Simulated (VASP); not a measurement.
Cd2SnO4 (space group Pbam): the band gap from VASP (plane waves, PAW) at several levels of theory. Gaps are without spin-orbit coupling. Each level names its cell: its own relaxed one, PBE's, or the starting one. A gap is the smallest over the k-mesh and a band path; hybrids may have named points in place of the path, and GW has the mesh alone.

```csv
level,band gap (eV)
LDA (own cell),0.56
PBEsol (own cell),0.44
```

The cell of the LDA (own cell) run:

```xyz
14
Lattice="5.5257 0.0000 0.0000 0.0000 9.8500 0.0000 0.0000 0.0000 3.1771" Properties=species:S:1:pos:R:3 pbc="T T T"
Cd     0.3304     3.1873     1.5886
Cd     5.1952     6.6627     1.5886
Cd     3.0933     1.7377     1.5886
Cd     2.4324     8.1123     1.5886
Sn     0.0000     0.0000     0.0000
Sn     2.7628     4.9250     0.0000
O      0.7497     7.9446     3.1771
O      4.7759     1.9054     0.0000
O      3.5126     6.8304     0.0000
O      2.0131     3.0196     0.0000
O      1.4521     5.3109     1.5886
O      4.0735     4.5392     1.5886
O      4.2149     9.4642     1.5886
O      1.3107     0.3859     1.5886
```

Only levels that ran to the end are used. Left out are those held back, those with too coarse a band path, GW runs whose mesh misses a band edge, hybrids' fits of cells that aren't cubic and levels without matching references; a question may draw on a part of the rest.

The structure comes from a computed database's Cd2SnO4 entry (Pbam); how it stands against other phases isn't given here.
